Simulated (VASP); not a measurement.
Input:

```xyz
4
Lattice="1.9100 -3.3082 0.0000 1.9100 3.3082 0.0000 0.0000 0.0000 6.2600" Properties=species:S:1:pos:R:3 pbc="T T T"
Zn     1.9100    -1.1027     3.1300
Zn     1.9100     1.1027     0.0000
S      1.9100    -1.1027     5.4775
S      1.9100     1.1027     2.3475
```

Computed with PBE GGA, VASP's PBE PAW potentials (set 64) (plane waves; VASP). Settings: 400 eV cut-off, 6×6×3 Γ-centred mesh, Gaussian smearing of 0.050 eV, potentials Zn S.

### Question
Estimate the energy per atom (σ→0), pressure, band gap (on the k-mesh) with the smallest direct gap where there is one.

### Answer

- band gap (on the k-mesh): 2.17 eV
- smallest direct gap (on the k-mesh): 2.17 eV
- energy per atom (σ→0): -3.419 eV/atom
- pressure: 1.41 GPa

Only differences to runs with the same potentials and settings are physical.

The compound is ZnS in the wurtzite structure, the high-temperature form. The cell was not relaxed at this level.
